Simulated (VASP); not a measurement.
Given:

```xyz
6
Lattice="4.2824 0.0000 0.0000 0.0000 4.2824 0.0000 0.0000 0.0000 2.7263" Properties=species:S:1:pos:R:3 pbc="T T T"
Si     0.0000     0.0000     0.0000
Si     2.1412     2.1412     1.3632
O      1.3180     1.3180     0.0000
O      3.4592     0.8232     1.3632
O      0.8232     3.4592     1.3632
O      2.9644     2.9644     0.0000
```

All values below come from vdW-DF2, VASP's PBE PAW potentials (set 64) (plane waves; VASP 6.6.1). Numerical set-up: 520 eV cut-off, 6×6×9 Γ-centred mesh, tetrahedra with Blöchl corrections, potentials Si O.

The cores are frozen, which limits the accuracy of field gradients.

Question: Give the principal components of the electric field gradient (V/Å²) and the asymmetry η at each nucleus.

Answer: 
| atom | Vxx | Vyy | Vzz | η |
|---|---|---|---|---|
| Si1 | -19.7 | -6.5 | 26.2 | 0.50 |
| Si2 | -19.7 | -6.5 | 26.2 | 0.50 |
| O3 | 64.3 | 54.1 | -118.3 | 0.09 |
| O4 | 64.3 | 54.1 | -118.3 | 0.09 |
| O5 | 64.3 | 54.1 | -118.3 | 0.09 |
| O6 | 64.3 | 54.1 | -118.3 | 0.09 |

The compound is SiO2 in the rutile structure, stishovite, a high-pressure form. It was relaxed first, which changed the volume by +7 %.
